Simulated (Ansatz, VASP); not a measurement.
# Sb2O3 (Senarmontite): VASP beside Ansatz

One calculation is typed for both programs; each brings its own data sets. How far apart do they land? The two relaxations start from unlike cells of this crystal (the structure described is Ansatz's start), so only their ends are compared.

Program: Ansatz 0.2.0. Level of theory: plane waves, with VASP 6.6.1 beside it; relaxation of cell and atoms at r2SCAN. Results are calculated unless marked as measured.

## Step 1: The starting structure

The structure is cubic, space group Fd-3m (No. 227). The conventional cell has a = 11.052 Å, b = 11.052 Å, c = 11.052 Å, α = 90.00°, β = 90.00°, γ = 90.00°. Nearest to Sb lie 3 O at 2.00 Å. O has 2 Sb at 2.00 Å nearest. Farther neighbours and most contacts between anions are not listed.

## Step 2: VASP: relaxation of cell and atoms, r2SCAN

The relaxed volume is the usual yardstick between codes: in a stiff, nearly cubic crystal its relative difference is about their pressure difference at one cell divided by the bulk modulus.

Lines of VASP's logs that name or quote its potential files are left out, and so is its time.

Input file INCAR:

```
SYSTEM = Sb2O3
PREC = Accurate
ENCUT = 660
EDIFF = 1E-07
NELM = 120
ISMEAR = 0
SIGMA = 0.01
LREAL = .FALSE.
ALGO = Normal
METAGGA = R2SCAN
LASPH = .TRUE.
NBANDS = 76
LORBIT = 11
LWAVE = .FALSE.
LCHARG = .FALSE.
ISIF = 3
IBRION = 2
NSW = 80
EDIFFG = -0.005
GGA_COMPAT = .FALSE.
NELMIN = 4
EFERMI = MIDGAP
LMIXTAU = .TRUE.
KPAR = 4
```

Input file POSCAR:

```
Sb2O3
1.0
    0.0000000000      5.6012335466      5.6012335466
    5.6012335466      0.0000000000      5.6012335466
    5.6012335466      5.6012335466      0.0000000000
Sb O
8 12
Direct
    0.8851794613      0.8851794613      0.8851794613
    0.9055381577      0.3648206744      0.3648206744
    0.8851794613      0.8851794613      0.3444617971
    0.3648206744      0.9055381577      0.3648206744
    0.3444617971      0.8851794613      0.8851794613
    0.3648206744      0.3648206744      0.3648206744
    0.8851794613      0.3444617971      0.8851794613
    0.3648206744      0.3648206744      0.9055381577
    0.8140645316      0.1859354684      0.1859354684
    0.4359355136      0.0640645769      0.4359355136
    0.1859353779      0.8140646221      0.8140646221
    0.0640645769      0.4359355136      0.0640645769
    0.1859354684      0.8140645316      0.1859354684
    0.4359355136      0.4359355136      0.0640645769
    0.8140646221      0.1859353779      0.8140646221
    0.0640645769      0.0640645769      0.4359355136
    0.4359355136      0.0640645769      0.0640645769
    0.1859354684      0.1859354684      0.8140645316
    0.0640645769      0.4359355136      0.4359355136
    0.8140646221      0.8140646221      0.1859353779
```

Input file KPOINTS:

```
Automatic mesh
0
Gamma
4 4 4
0 0 0
```

The projector-augmented-wave data sets are Sb and O (PBE family, release 64).

Run with:

```
> mpirun -np 4 vasp_std
```

Numbers of over 12 decimals in the logs are rounded to 6 here.

The log of the run:

```text
[banner, memory and clock lines left out]
running    4 mpi-ranks, on    1 nodes
 distrk:  each k-point on    1 cores,    4 groups
 distr:  one band on    1 cores,    1 groups

 POSCAR found type information on POSCAR SbO
 POSCAR found :  2 types and      20 ions
|                                                                             |
|               ----> ADVICE to this user running VASP <----                  |
|                                                                             |
|     You have a (more or less) 'large supercell' and for larger cells it     |
|     might be more efficient to use real-space projection operators.         |
|     Therefore, try LREAL= Auto in the INCAR file.                           |
|     Mind: For very accurate calculation, you might also keep the            |
|     reciprocal projection scheme (i.e. LREAL=.FALSE.).                      |
|                                                                             |

|                                                                             |
|               ----> ADVICE to this user running VASP <----                  |
|                                                                             |
|     You enforced a specific xc type in the INCAR file but a different       |
|     [... a line on the potential file left out ...]
|     I HOPE YOU KNOW WHAT YOU ARE DOING!                                     |
|                                                                             |

 LDA part: xc-table for (None), standard interpolation
 POSCAR, INCAR and KPOINTS ok, starting setup
 FFT: planning ... GRIDC
 FFT: planning ... GRID_SOFT
 FFT: planning ... GRID
 WAVECAR not read
 entering main loop
       N       E                     dE             d eps       ncg     rms          rms(c)
DAV:   1     0.879690139287E+03    0.87969E+03   -0.56451E+04  1216   0.161E+03
DAV:   2    -0.217753617947E+03   -0.10974E+04   -0.10403E+04  1528   0.313E+02
DAV:   3    -0.356705877732E+03   -0.13895E+03   -0.13708E+03  1396   0.129E+02
DAV:   4    -0.360601533429E+03   -0.38957E+01   -0.38711E+01  1496   0.220E+01
DAV:   5    -0.360710868899E+03   -0.10934E+00   -0.10922E+00  1580   0.353E+00    0.288E+01
DAV:   6    -0.319279548426E+03    0.41431E+02   -0.77029E+01  1372   0.309E+01    0.132E+01
DAV:   7    -0.304315607950E+03    0.14964E+02   -0.91666E+00  1424   0.115E+01    0.561E+00
DAV:   8    -0.311687649269E+03   -0.73720E+01   -0.38027E+00  1320   0.857E+00    0.296E+00
DAV:   9    -0.304018834039E+03    0.76688E+01   -0.28793E+00  1288   0.691E+00    0.113E+00
DAV:  10    -0.305891270492E+03   -0.18724E+01   -0.15483E+00  1264   0.542E+00    0.452E-01
DAV:  11    -0.306121343063E+03   -0.23007E+00   -0.10408E-01  1376   0.139E+00    0.225E-01
DAV:  12    -0.306169528393E+03   -0.48185E-01   -0.64326E-02  1296   0.154E+00    0.143E-01
DAV:  13    -0.306186846446E+03   -0.17318E-01   -0.17620E-02  1328   0.771E-01    0.448E-02
DAV:  14    -0.306188864226E+03   -0.20178E-02   -0.15793E-03  1380   0.247E-01    0.197E-02
DAV:  15    -0.306188846425E+03    0.17801E-04   -0.44797E-04  1472   0.989E-02    0.302E-02
DAV:  16    -0.306188870841E+03   -0.24416E-04   -0.17388E-04  1376   0.764E-02    0.688E-03
DAV:  17    -0.306188904394E+03   -0.33553E-04   -0.22847E-05  1384   0.327E-02    0.291E-03
DAV:  18    -0.306188895687E+03    0.87070E-05   -0.70046E-06  1328   0.192E-02    0.160E-03
DAV:  19    -0.306188905608E+03   -0.99214E-05   -0.67861E-06  1296   0.188E-02    0.165E-03
DAV:  20    -0.306188905759E+03   -0.15134E-06   -0.29420E-07  1208   0.284E-03    0.532E-04
DAV:  21    -0.306188906065E+03   -0.30584E-06   -0.22429E-07  1040   0.248E-03    0.131E-04
DAV:  22    -0.306188906038E+03    0.27079E-07   -0.29911E-08   744   0.105E-03
   1 F= -.30618891E+03 E0= -.30618891E+03  d E =-.306189E+03
 curvature:   0.00 expect dE= 0.000E+00 dE for cont linesearch  0.000E+00
 trial: gam= 0.00000 g(F)=  0.207E-04 g(S)=  0.225E-05 ort = 0.000E+00 (trialstep = 0.100E+01)
 search vector abs. value=  0.229E-04
 bond charge predicted
       N       E                     dE             d eps       ncg     rms          rms(c)
DAV:   1    -0.306188919787E+03   -0.13721E-04   -0.45738E-03  1272   0.286E-01    0.222E-02
DAV:   2    -0.306188915832E+03    0.39547E-05   -0.11742E-04  1464   0.434E-02    0.836E-03
DAV:   3    -0.306188918751E+03   -0.29191E-05   -0.89972E-06  1412   0.142E-02    0.412E-03
DAV:   4    -0.306188916877E+03    0.18741E-05   -0.30301E-06  1288   0.908E-03    0.165E-03
DAV:   5    -0.306188918061E+03   -0.11842E-05   -0.25129E-06  1280   0.932E-03    0.787E-04
DAV:   6    -0.306188918883E+03   -0.82180E-06   -0.48403E-07  1344   0.357E-03    0.577E-04
DAV:   7    -0.306188918980E+03   -0.97357E-07   -0.41200E-08   824   0.112E-03
   2 F= -.30618892E+03 E0= -.30618892E+03  d E =-.129421E-04
 trial-energy change:   -0.000013  1 .order   -0.000014   -0.000023   -0.000005
 step:   1.6203(harm=  1.2789)  dis= 0.00042  next Energy=  -306.188920 (dE=-0.142E-04)
 reached required accuracy - stopping structural energy minimisation
```

OUTCAR, selected parts (step 2):

```text
ion  position               nearest neighbor table
   1  0.885  0.885  0.885-  11 1.99  15 1.99  20 1.99   3 3.64   5 3.64   7 3.64
   2  0.906  0.365  0.365-  12 1.99  16 1.99  19 1.99   4 3.64   6 3.64   8 3.64
   3  0.885  0.885  0.344-   9 1.99  13 1.99  20 1.99   1 3.64   5 3.64   7 3.64
   4  0.365  0.906  0.365-  16 1.99  17 1.99  10 1.99   2 3.64   6 3.64   8 3.64
   5  0.344  0.885  0.885-  13 1.99  18 1.99  11 1.99   1 3.64   3 3.64   7 3.64
   6  0.365  0.365  0.365-  10 1.99  14 1.99  19 1.99   2 3.64   4 3.64   8 3.64
   7  0.885  0.344  0.885-   9 1.99  18 1.99  15 1.99   1 3.64   3 3.64   5 3.64
   8  0.365  0.365  0.906-  12 1.99  17 1.99  14 1.99   2 3.64   4 3.64   6 3.64
   9  0.814  0.186  0.186-   3 1.99   7 1.99
  10  0.436  0.064  0.436-   6 1.99   4 1.99
  11  0.186  0.814  0.814-   1 1.99   5 1.99
  12  0.064  0.436  0.064-   2 1.99   8 1.99
  13  0.186  0.814  0.186-   3 1.99   5 1.99
  14  0.436  0.436  0.064-   6 1.99   8 1.99
  15  0.814  0.186  0.814-   1 1.99   7 1.99
  16  0.064  0.064  0.436-   2 1.99   4 1.99
  17  0.436  0.064  0.064-   4 1.99   8 1.99
  18  0.186  0.186  0.814-   5 1.99   7 1.99
  19  0.064  0.436  0.436-   6 1.99   2 1.99
  20  0.814  0.814  0.186-   1 1.99   3 1.99

  LATTYP: Found a face centered cubic cell.
 ALAT       =    11.2024670932

 Subroutine GETGRP returns: Found 48 space group operations
 (whereof 24 operations were pure point group operations)

The static configuration has the point symmetry T_d .
 The point group associated with its full space group is O_h .

 Found      8 irreducible k-points:

   k-points           NKPTS =      8   k-points in BZ     NKDIM =      8   number of bands    NBANDS=     76

   dimension x,y,z NGX =    70 NGY =   70 NGZ =   70
   dimension x,y,z NGXF=   140 NGYF=  140 NGZF=  140

   ENCUT  =  660.0 eV  48.51 Ry    6.96 a.u.  16.59 16.59 16.59*2*pi/ulx,y,z

   NELECT =     112.0000    total number of electrons

 k-points in reciprocal lattice and weights: Automatic mesh
   0.00000000  0.00000000  0.00000000       0.016
   0.25000000  0.00000000  0.00000000       0.125
   0.50000000  0.00000000  0.00000000       0.062
   0.25000000  0.25000000  0.00000000       0.094
   0.50000000  0.25000000  0.00000000       0.375
  -0.25000000  0.25000000  0.00000000       0.188
   0.50000000  0.50000000  0.00000000       0.047
  -0.25000000  0.50000000  0.25000000       0.094

 average (electrostatic) potential at core
       1 -93.3026       2 -93.3025       3 -93.3025       4 -93.3025       5 -93.3025
       6 -93.3026       7 -93.3025       8 -93.3025       9 -73.8875      10 -73.8875
      11 -73.8876      12 -73.8875      13 -73.8875      14 -73.8875      15 -73.8876
      16 -73.8875      17 -73.8875      18 -73.8875      19 -73.8875      20 -73.8876

 E-fermi :   5.2155

 k-point     1 :       0.0000    0.0000    0.0000
  band No.  band energies     occupation
    ...
     52       3.1428      2.00000
     53       3.1428      2.00000
     54       3.2138      2.00000
     55       3.2138      2.00000
     56       3.2138      2.00000
     57       6.9888      0.00000
     58       6.9888      0.00000
     59       6.9888      0.00000
     60       7.5282      0.00000
     61       7.5282      0.00000
    ...

 k-point     2 :       0.2500    0.0000    0.0000
  band No.  band energies     occupation
    ...
     52       3.0965      2.00000
     53       3.1676      2.00000
     54       3.1676      2.00000
     55       3.3509      2.00000
     56       3.3509      2.00000
     57       7.2564      0.00000
     58       7.3160      0.00000
     59       7.3160      0.00000
     60       7.7899      0.00000
     61       7.7899      0.00000
    ...

 k-point     3 :       0.5000    0.0000    0.0000
  band No.  band energies     occupation
    ...
     52       2.9306      2.00000
     53       3.2167      2.00000
     54       3.2167      2.00000
     55       3.4422      2.00000
     56       3.4423      2.00000
     57       7.5594      0.00000
     58       7.6112      0.00000
     59       7.6112      0.00000
     60       8.3562      0.00000
     61       8.3562      0.00000
    ...

  Total        0.0038331      0.0038331      0.0038331      0.0000000      0.0000000     -0.0000000
  in kB        0.0174757      0.0174757      0.0174757      0.0000000      0.0000000     -0.0000000
  external PRESSURE =       0.0174757 kB  Pullay stress =       0.0000000 kB

  energy-cutoff  :      660.00
  volume of cell :      351.42
      direct lattice vectors                 reciprocal lattice vectors
    -0.000000000  5.600995173  5.600995173    -0.089269850  0.089269850  0.089269850
     5.600995173  0.000000000  5.600995173     0.089269850 -0.089269850  0.089269850
     5.600995173  5.600995173 -0.000000000     0.089269850  0.089269850 -0.089269850

 POSITION                                       TOTAL-FORCE (eV/Angst)
 -----------------------------------------------------------------------------------
      9.91568      9.91568      9.91568        -0.000722     -0.000722     -0.000722
      4.08681      7.11518      7.11518         0.000722     -0.000722     -0.000722
      6.88731      6.88731      9.91568         0.000722      0.000722     -0.000722
      7.11518      4.08681      7.11518        -0.000722      0.000722     -0.000722
      9.91568      6.88731      6.88731        -0.000722      0.000722      0.000722
      4.08681      4.08681      4.08681         0.000722      0.000722      0.000722
      6.88731      9.91568      6.88731         0.000722     -0.000722      0.000722
      7.11518      7.11518      4.08681        -0.000722     -0.000722      0.000722
      2.08259      5.60100      5.60100        -0.001259     -0.000000     -0.000000
      2.80050      4.88309      2.80050        -0.000000     -0.001259     -0.000000
      9.11940      5.60100      5.60100         0.001259     -0.000000     -0.000000
      2.80050      0.71791      2.80050        -0.000000      0.001259     -0.000000
      5.60100      2.08259      5.60100        -0.000000     -0.001259     -0.000000
      2.80050      2.80050      4.88309        -0.000000     -0.000000     -0.001259
      5.60100      9.11940      5.60100        -0.000000      0.001259     -0.000000
      2.80050      2.80050      0.71791        -0.000000     -0.000000      0.001259
      0.71791      2.80050      2.80050         0.001259     -0.000000     -0.000000
      5.60100      5.60100      2.08259        -0.000000     -0.000000     -0.001259
      4.88309      2.80050      2.80050        -0.001259     -0.000000     -0.000000
      5.60100      5.60100      9.11940        -0.000000     -0.000000      0.001259
 -----------------------------------------------------------------------------------
    total drift:                               -0.001007     -0.001007     -0.000497

  FREE ENERGIE OF THE ION-ELECTRON SYSTEM (eV)
  ---------------------------------------------------
  free  energy   TOTEN  =      -306.1889189802 eV

  energy  without entropy=     -306.1889189802  energy(sigma->0) =     -306.18891898

 reached required accuracy - stopping structural energy minimisation

 total charge
# of ion       s       p       d       tot
------------------------------------------
    1        1.196   0.925   0.127   2.248
    2        1.196   0.925   0.127   2.248
    3        1.196   0.925   0.127   2.248
    4        1.196   0.925   0.127   2.248
    5        1.196   0.925   0.127   2.248
    6        1.196   0.925   0.127   2.248
    7        1.196   0.925   0.127   2.248
    8        1.196   0.925   0.127   2.248
    9        1.572   3.505   0.000   5.077
   10        1.572   3.505   0.000   5.077
   11        1.572   3.505   0.000   5.077
   12        1.572   3.505   0.000   5.077
   13        1.572   3.505   0.000   5.077
   14        1.572   3.505   0.000   5.077
   15        1.572   3.505   0.000   5.077
   16        1.572   3.505   0.000   5.077
   17        1.572   3.505   0.000   5.077
   18        1.572   3.505   0.000   5.077
   19        1.572   3.505   0.000   5.077
   20        1.572   3.505   0.000   5.077
--------------------------------------------------
tot         28.430  49.465   1.014  78.908

[... 3 further parts left out ...]
```

CONTCAR:

```
Sb2O3
   1.00000000000000
    -0.0000000000000000    5.6009951726842973    5.6009951726842973
     5.6009951726842973    0.0000000000000000    5.6009951726842973
     5.6009951726842973    5.6009951726842973   -0.0000000000000000
  Sb              O
     8    12
Direct
     0.8851711612217418    0.8851711612217418    0.8851711612217418
     0.9055132574652315    0.3648289744782570    0.3648289744782570
     0.8851711612217418    0.8851711612217418    0.3444866973347719
     0.3648289744782570    0.9055132574652315    0.3648289744782570
     0.3444866973347719    0.8851711612217418    0.8851711612217418
     0.3648289744782570    0.3648289744782570    0.3648289744782570
     0.8851711612217418    0.3444866973347719    0.8851711612217418
     0.3648289744782570    0.3648289744782570    0.9055132574652315
     0.8140874260050704    0.1859125739949296    0.1859125739949296
     0.4359126191949333    0.0640874713050688    0.4359126191949333
     0.1859124834949345    0.8140875165050655    0.8140875165050655
     0.0640874713050688    0.4359126191949333    0.0640874713050688
     0.1859125739949296    0.8140874260050704    0.1859125739949296
     0.4359126191949333    0.4359126191949333    0.0640874713050688
     0.8140875165050655    0.1859124834949345    0.8140875165050655
     0.0640874713050688    0.0640874713050688    0.4359126191949333
     0.4359126191949333    0.0640874713050688    0.0640874713050688
     0.1859125739949296    0.1859125739949296    0.8140874260050704
     0.0640874713050688    0.4359126191949333    0.4359126191949333
     0.8140875165050655    0.8140875165050655    0.1859124834949345
```

The run keeps the 48 symmetry operations of its start, so it cannot find a distortion of lower symmetry.

[end of part 1 of 2]

[Lines on the potential files, build, host, timing and source positions are cut from VASP's logs without a mark.]

[Logs are printed without paths, hosts, clocks, repeated set-up lines and the standing remarks that a program may print on its own settings, such as how far it seeks lower states.]

[Hosts, paths, dates, database ids (printed as entryN), source tags and the programs' standing remarks are cut or masked in the printed files.]
